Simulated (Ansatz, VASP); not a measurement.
# Sr3Hf in VASP and in Ansatz

```
CELL_PARAMETERS angstrom
7.78228 0.00000 0.00000
-3.89114 6.73965 0.00000
0.00000 0.00000 6.16690
ATOMIC_POSITIONS crystal
Sr 0.82483 0.64966 0.25000
Sr 0.17517 0.82483 0.75000
Sr 0.35034 0.17517 0.25000
Sr 0.17517 0.35034 0.75000
Sr 0.82483 0.17517 0.25000
Sr 0.64966 0.82483 0.75000
Hf 0.33333 0.66667 0.25000
Hf 0.66667 0.33333 0.75000
```

Alike in both runs: functional PBE; k mesh 3 × 3 × 4; occupations gaussian, width 0.1 eV; no spin polarisation.

Ansatz relaxed the structure, and its values are those at the end. VASP's run is a single point on that final structure, the one shown.

|  | VASP | Ansatz |
| --- | --- | --- |
| version | VASP 6.6.1 | Ansatz 0.2.0 |
| potentials or method | VASP PAW PBE potentials, release 64 (Sr_sv, Hf_pv) | scalar-relativistic, plane waves, PAW |
| plane-wave cutoff (eV) | 520 | 420 |
| valence electrons in the cell | 80 | 112 |

Ansatz gave:

- gap on the k mesh at the Fermi level (eV): none
- pressure (GPa): 0.2
- rms of the force components (eV/Å): 0.006

Task: Estimate VASP's values.

Result: gap on the k mesh at the Fermi level (eV): none; pressure (GPa): 0.2; rms of the force components (eV/Å): 0.007.

A gap of «none» marks a metal or a gap that the smearing closes. The functional is the same, so the differences come from potentials, cutoffs and numerics. The two sets of potentials don't hold the same shells in valence.

Spin-orbit coupling is left out, which matters for the levels of Hf.
